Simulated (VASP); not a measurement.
Consider the following.

```
CdI2
1.0
    2.11100     1.21879     6.86663
   -2.11100     1.21879     6.86663
    0.00000    -2.43758     6.86663
Cd I
1 2
Direct
  0.00000   0.00000   0.00000
  0.25070   0.25070   0.25070
  0.74930   0.74930   0.74930
```

Method: PBEsol GGA, VASP's PBE PAW potentials (set 64) (plane waves; VASP). Numerical set-up: 400 eV cut-off, Gaussian smearing of 0.050 eV, potentials Cd I.

Unless said otherwise, spin-orbit coupling is left out, though it shifts the bands of the heavy elements here.

Q: Estimate the band gap (along the path) with the smallest direct gap where there is one.

A: 
The band gap (along the path) comes out as 2.00 eV and the smallest direct gap (along the path) is 2.12 eV.

The structure was generated: CdI2 was put into the CdCl2 type (R-3m), which need not be its known phase. It was relaxed first.
